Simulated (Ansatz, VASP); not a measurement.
## Two plane-wave programs on Mg3SeS2

```xyz
6
Lattice="7.8546 0.0000 0.0000 -3.9273 6.8023 0.0000 0.0000 0.0000 3.9378" Properties=species:S:1:pos:R:3 pbc="T T T"
Mg    3.9273    0.0000    0.0000
Mg   -1.9637    3.4012    0.0000
Mg    1.9637    3.4012    0.0000
Se    0.0000    0.0000    1.9689
S     0.0000    4.5349    0.0000
S     3.9273    2.2674    0.0000
```

Alike in both runs: functional PBE; k mesh 6 × 6 × 10; occupations gaussian, width 0.1 eV; no spin polarisation.

Ansatz relaxed the structure, and its values are those at the end. VASP's run is a single point on that final structure, the one shown.

|  | VASP | Ansatz |
| --- | --- | --- |
| version | VASP 6.6.1 | Ansatz 0.2.0 |
| potentials or method | VASP PAW PBE potentials, release 64 (Mg, Se, S) | scalar-relativistic, plane waves, PAW |
| plane-wave cutoff (eV) | 520 | 420 |
| valence electrons in the cell | 24 | 58 |

```tsv
	VASP	Ansatz	Ansatz less VASP
gap on the k mesh at the Fermi level (eV)	none	none	-
pressure (GPa)	0.0	0.0	+0.03
```

A gap of «none» marks a metal or a gap that the smearing closes. The two sets of potentials don't hold the same shells in valence.
